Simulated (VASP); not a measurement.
**ZnCdSe$_{2}$ (space group P-4m2): computed properties**

These are PBEsol GGA, VASP's PBE PAW potentials (set 64) (plane waves; VASP 6.6.1) values and carry that method's errors.

For ZnCdSe₂, the space group comes out as P-4m2 (115). The cell is a = b = 4.1219 Å, c = 5.9057 Å, α = β = γ = 90.00°, the volume per atom comes out as 25.08 Å³/atom and the band gap (over mesh and band path) is 0.73 eV. The smallest direct gap (over mesh and band path) is 0.73 eV and the band-edge character without spin-orbit coupling is direct, Γ to Γ. The band gap with spin-orbit coupling is 0.61 eV and the density comes out as 5.56 g/cm³.

Space group P-4m2 (No. 115); a = b = 4.1219 Å, c = 5.9057 Å, α = β = γ = 90.00°

```csv
atom,site,symmetry,x,y,z
Zn,1c,-4m2,0.5000,0.5000,0.5000
Cd,1a,-4m2,0.0000,0.0000,0.0000
Se,2g,2mm.,0.5000,0.0000,0.2737
```

The structure comes from a computed database's ZnCdSe2 entry (P-4m2); how it stands against other phases isn't given here. It was relaxed first. Symmetry was kept, so distortions that lower it aren't found.
